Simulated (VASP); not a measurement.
OSZICAR of a VASP run on Pd (relaxed from the omega structure, space group P6/mmm):

### OSZICAR
```
       N       E                     dE             d eps       ncg     rms          rms(c)
DAV:   1     0.120352950082E+03    0.12035E+03   -0.13281E+04  3648   0.129E+03
DAV:   2    -0.724125820879E+02   -0.19277E+03   -0.18325E+03  3946   0.322E+02
DAV:   3    -0.779068127107E+02   -0.54942E+01   -0.53456E+01  4006   0.578E+01
DAV:   4    -0.779741133684E+02   -0.67301E-01   -0.67267E-01  4034   0.601E+00
DAV:   5    -0.779756399853E+02   -0.15266E-02   -0.15265E-02  4056   0.964E-01    0.145E+01
DAV:   6    -0.683940422598E+02    0.95816E+01   -0.10596E+01  3816   0.322E+01    0.778E+00
DAV:   7    -0.686595987462E+02   -0.26556E+00   -0.95238E-01  3918   0.110E+01    0.435E+00
DAV:   8    -0.686924717686E+02   -0.32873E-01   -0.51434E-01  3904   0.114E+01    0.357E+00
DAV:   9    -0.684925149906E+02    0.19996E+00   -0.54041E-01  3786   0.745E+00    0.189E+00
DAV:  10    -0.686433741382E+02   -0.15086E+00   -0.16617E-01  3756   0.372E+00    0.351E-01
DAV:  11    -0.686460022179E+02   -0.26281E-02   -0.26786E-03  3930   0.417E-01    0.271E-01
DAV:  12    -0.686462713218E+02   -0.26910E-03   -0.77271E-03  3828   0.843E-01    0.114E-01
DAV:  13    -0.686464641073E+02   -0.19279E-03   -0.62952E-04  3912   0.220E-01    0.447E-02
DAV:  14    -0.686465664659E+02   -0.10236E-03   -0.29615E-05  3846   0.488E-02    0.341E-02
DAV:  15    -0.686465879083E+02   -0.21442E-04   -0.39140E-05  3930   0.628E-02    0.322E-03
DAV:  16    -0.686465925432E+02   -0.46349E-05   -0.58852E-06  3906   0.218E-02    0.311E-03
DAV:  17    -0.686465922431E+02    0.30009E-06   -0.39103E-07  2184   0.586E-03
   1 F= -.68646592E+02 E0= -.68643632E+02  d E =-.592068E-02  mag=     0.0000     0.0000     0.0000
       N       E                     dE             ncg
```

Which electronic solver shows in the log?

It is blocked Davidson (ALGO = Normal, or the opening steps of other solvers). The INCAR had ALGO = Normal.

How was spin treated?

With non-collinear spinors: mag has three components.

Can the final energy be trusted as converged?

The run converged. It stopped with EDIFF = 1E-6, NELM = 100 (r2SCAN meta-GGA with spin-orbit coupling, plane waves, VASP's PBE PAW potentials (set 64)).

The structure was generated: Pd was put into the omega type (P6/mmm), which need not be its known phase. It was relaxed first.
